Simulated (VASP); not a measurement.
Runs of VASP 6.6.1 on Ir. It takes space group Fm-3m (No. 225, cubic). Conventional cell: a = 3.831 Å, b = 3.831 Å, c = 3.831 Å, α = 90.00°, β = 90.00°, γ = 90.00°. Ir (site symmetry m-3m) is surrounded by 12 Ir at 2.71 Å. 

```csv
task,level,cell,k mesh,smearing,ions in elastic constants,gap on the mesh (eV),pressure (GPa),relaxed volume (Å³/atom)
relaxation of cell and atoms,PBE,relaxed,16 × 16 × 16,methfessel-paxton 0.1 eV,-,none,-0.1,14.53
relaxation of the atoms,r2SCAN,atoms relaxed from: a relaxed cell with its volume scaled by 1.02,16 × 16 × 16,methfessel-paxton 0.1 eV,-,none,-7.1,-
relaxation of cell and atoms,r2SCAN,relaxed,16 × 16 × 16,methfessel-paxton 0.1 eV,-,none,0.0,(a)
relaxation of the atoms,r2SCAN,atoms relaxed from: a relaxed cell with its volume scaled by 0.94,16 × 16 × 16,methfessel-paxton 0.1 eV,-,none,27.3,-
relaxation of the atoms,r2SCAN,atoms relaxed from: a relaxed cell with its volume scaled by 0.98,16 × 16 × 16,methfessel-paxton 0.1 eV,-,none,8.0,-
relaxation of the atoms,r2SCAN,atoms relaxed from: a relaxed cell with its volume scaled by 0.96,16 × 16 × 16,methfessel-paxton 0.1 eV,-,none,17.1,-
relaxation of the atoms,r2SCAN,atoms relaxed from: a relaxed cell with its volume scaled by 1.04,16 × 16 × 16,methfessel-paxton 0.1 eV,-,none,-13.4,-
relaxation of the atoms,r2SCAN,atoms relaxed,16 × 16 × 16,methfessel-paxton 0.1 eV,-,none,0.0,-
relaxation of the atoms,r2SCAN,atoms relaxed from: a relaxed cell with its volume scaled by 1.06,16 × 16 × 16,methfessel-paxton 0.1 eV,-,none,-18.9,-
```

Alike in all rows: potentials or basis VASP PAW PBE potentials, release 64 (Ir); no spin polarisation; cutoff (eV) 600.

Fill in the values left out.

(a) 14.31.

Caveats: the PAW data sets were made with another functional, which shifts forces and pressure a little (some runs); the relaxation stopped at its first step, so nothing moved (some runs).

A k mesh can miss the band edges, and the runs leave out spin-orbit coupling on Ir.

A gap of «none» marks a metal or a gap under the smearing width.
